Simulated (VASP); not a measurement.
Input:

```
CELL_PARAMETERS angstrom
      0.00000     2.26235     2.26235
      2.26235     0.00000     2.26235
      2.26235     2.26235     0.00000
ATOMIC_POSITIONS crystal
  Cr 0.00000 0.00000 0.00000
  B  0.25000 0.25000 0.25000
```
Starting moments (μB, in the order of the record's atoms Cr B): -0.8 0.0.

The numbers are results of PBEsol GGA, VASP's PBE PAW potentials (set 64) (plane waves; VASP 6.6.1), not measurements. Settings: 520 eV cut-off, 16×16×16 Γ-centred mesh, tetrahedra with Blöchl corrections, potentials Cr_pv B.

Q: Predict the cell moment, energy per atom (σ→0), band gap (on the k-mesh) with the smallest direct gap where there is one.

A: 
```
Item                                                        Result
------------------------  ----------------------------------------
band gap (on the k-mesh)  none (metal, semimetal or under 0.01 eV)
cell moment                                               -0.93 μB
energy per atom (σ→0)                               -7.541 eV/atom
```

Q: Give the moment on each site (PAW-sphere projection).

A: 
```csv
site,moment (μB)
Cr1,-0.90
B2,0.04
```

Only differences to runs with the same potentials and settings are physical.

The structure was generated: CrB was put into the zinc blende type (F-43m), which need not be its known phase. It was relaxed first, which changed the volume by -32 %.
